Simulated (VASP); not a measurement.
Crystal: BPd4.

```xyz
5
Lattice="2.8920 0.0000 0.0000 0.0000 4.3650 0.0000 0.0000 0.0000 5.8563" Properties=species:S:1:pos:R:3 pbc="T T T"
Pd    1.4460    0.0000    1.1571
Pd    0.0000    0.0000    3.6278
Pd    0.0000    2.1825    1.9277
Pd    1.4460    2.1825    5.0807
B     1.4460    0.0000    5.0553
```

The cell comes from a database or a generator and needn't be the stable form of this composition.

Base run:

- Program: VASP 6.6.1
- Functional: PW91
- Potentials or basis: VASP PAW PBE potentials, release 64 (Pd, B)
- Cutoff: 520 eV
- k mesh: 7 × 5 × 4
- Occupations: fermi-dirac, width 0.05 eV
- Spin: no spin polarisation

Its results: pressure -0.6 GPa; largest force 0.178 eV/Å.

The run is repeated on the same cell with these changes: functional from PW91 to BLYP. What comes out?

Pressure 7.8 GPa; largest force 0.223 eV/Å.

BLYP binds less tightly than PW91, so the same cell stands under more pressure.

Caveats: the PAW data sets were made with another functional, which shifts forces and pressure a little.

Not every run made on this cell is shown here.
